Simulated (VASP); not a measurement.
The input files of a VASP run:

File KPOINTS:
```
Automatic mesh
0
Gamma
9 9 9
0 0 0
```

INCAR:
```
! general
SYSTEM  = AuAl2
PREC    = Accurate
ENCUT   = 520   ! plane-wave cut-off (eV)
LREAL   = F
LASPH   = T   ! aspherical one-centre terms

! electronic loop
EDIFF   = 1E-7   ! SCF stop (eV)
NELM    = 100   ! most electronic steps
ALGO    = Normal   ! blocked Davidson
LMAXMIX = 6

! smearing
ISMEAR  = 1
SIGMA   = 0.1

! functional
GGA     = PE   ! PBE
IVDW    = 11

! ions
ISIF    = 2   ! forces and stress, cell fixed

! output
LWAVE   = F
LCHARG  = F
```

POSCAR:
```
AuAl2
4.1887390
  0.0000000000   0.7071067412   0.7071067412
  0.7071067412   0.0000000000   0.7071067412
  0.7071067412   0.7071067412   0.0000000000
Al Au
2 1
Cart
  0.3535533706   0.3535533706   0.3535533706
  1.0606601118   1.0606601118   1.0606601118
  0.0000000000   0.0000000000   0.0000000000
```

POTCAR, in this order: Al Au (PBE.64 set). Program: vasp_std.

Question: Translate this PBE-D3 (zero damping) calculation to Quantum ESPRESSO's pw.x.

Answer: One equivalent input (not run):
```
&CONTROL
  calculation = 'scf'
  pseudo_dir = './pseudo'
  outdir = './out'
  tprnfor = .true.
  tstress = .true.
/
&SYSTEM
  ibrav = 0
  nat = 3
  ntyp = 2
  ecutwfc = 76
  occupations = 'smearing'
  smearing = 'methfessel-paxton'
  degauss = 0.00735
  input_dft = 'pbe'
  vdw_corr = 'grimme-d3'
  dftd3_version = 3
  dftd3_threebody = .false.
/
&ELECTRONS
  conv_thr = 7.3e-09
  electron_maxstep = 100
/
ATOMIC_SPECIES
  Al 26.982 Al.upf
  Au 196.967 Au.upf
CELL_PARAMETERS angstrom
     0.0000000    2.9618856    2.9618856
     2.9618856    0.0000000    2.9618856
     2.9618856    2.9618856    0.0000000
ATOMIC_POSITIONS crystal
  Al   0.2500000  0.2500000  0.2500000
  Al   0.7500000  0.7500000  0.7500000
  Au   0.0000000  0.0000000  0.0000000
K_POINTS automatic
  9 9 9 0 0 0
```
The two are equivalent in intent, not identical: the potentials are each code's own (VASP's PAW set, PseudoDojo norm-conserving files in pw.x), so ENCUT and ecutwfc are chosen apart and not converted; conv_thr bounds pw.x's estimated SCF error, while EDIFF bounds the energy change between steps.

The compound is AuAl2 in the fluorite structure. This cell is one point of a volume scan, at 0.97 of the reference volume.
